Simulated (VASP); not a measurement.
**Be4Te: relaxation of cell and atoms with PBE**

Be4Te:

```xyz
5
Lattice="-2.7731 2.7731 2.7731 2.7731 -2.7731 2.7731 2.7731 2.7731 -2.7731" Properties=species:S:1:pos:R:3 pbc="T T T"
Be    1.3866    1.3866    1.3866
Be    1.3866    1.3866   -1.3866
Be    1.3866   -1.3866    1.3866
Be   -1.3866    1.3866    1.3866
Te    0.0000    0.0000    0.0000
```

The cell was built by a generator and needn't be a form met in nature.

The cell isn't the ideal one: random cell by space group and Wyckoff sites (I-43m, No. 217).

- Program: VASP 6.6.1
- Task: relaxation of cell and atoms
- Functional: PBE
- Potentials or basis: VASP PAW PBE potentials, release 64 (Be, Te)
- Cutoff: 600 eV
- k mesh: 10 × 10 × 10
- Occupations: gaussian, width 0.1 eV
- Spin: no spin polarisation
- Dipole correction: no
- Further INCAR settings: ALGO = Fast; EDIFF = 1e-06; IBRION = 2; EDIFFG = -0.01; NSW = 100; ISIF = 3

| Quantity | Value |
| --- | --- |
| Relaxed volume | 17.20 Å³/atom |
| Relaxed cell | a = 4.816 Å, b = 4.816 Å, c = 4.816 Å, α = 109.47°, β = 109.47°, γ = 109.47° |
| Space group after relaxing (to 0.05 Å) | Im-3m (No. 229) |
| Energy gained by relaxing | 0.2 meV/atom |
| Ionic steps | 2 |
| Pressure after relaxing | 0.1 GPa |
| Band gap on the k mesh | none (metal or under the smearing width) |

Step by step:
```tsv
step	energy change (eV)	largest force (eV/Å)	pressure (GPa)	volume (Å³)
1	0.0000	0.0000	0.52	85.30
2	-0.0012	0.0000	0.08	85.99
```

Final structure:
```yaml
crystal:
  lattice:
    - [-2.78050, 2.78050, 2.78050]
    - [2.78050, -2.78050, 2.78050]
    - [2.78050, 2.78050, -2.78050]
  atoms:
    - { symbol: Be, position: [0.50000, 0.50000, 0.50000] }
    - { symbol: Be, position: [0.00000, 0.00000, 0.50000] }
    - { symbol: Be, position: [0.00000, 0.50000, 0.00000] }
    - { symbol: Be, position: [0.50000, 0.00000, 0.00000] }
    - { symbol: Te, position: [0.00000, 0.00000, 0.00000] }
```

Levels at points of the mesh, in eV from the Fermi level:
```csv
k point,band 3,band 4,band 5,band 6,band 7,band 8,band 9,band 10,band 11
"(0.00, 0.00, 0.00)",-5.69,-5.69,-2.80,0.09,0.09,0.09,0.29,0.29,0.29
"(0.50, 0.00, 0.00)",-5.95,-5.62,-2.70,-1.67,0.67,1.70,1.77,2.00,2.41
"(0.50, 0.50, 0.50)",-6.44,-6.44,-2.91,-2.91,1.14,1.14,1.14,3.76,3.76
```

Run time: 47 s on 1 thread of Intel(R) Xeon(R) 6975P-C (Granite Rapids) (shared host), peak memory 0.27 GiB.

Spin-orbit coupling is left out, which matters for the levels of Te.
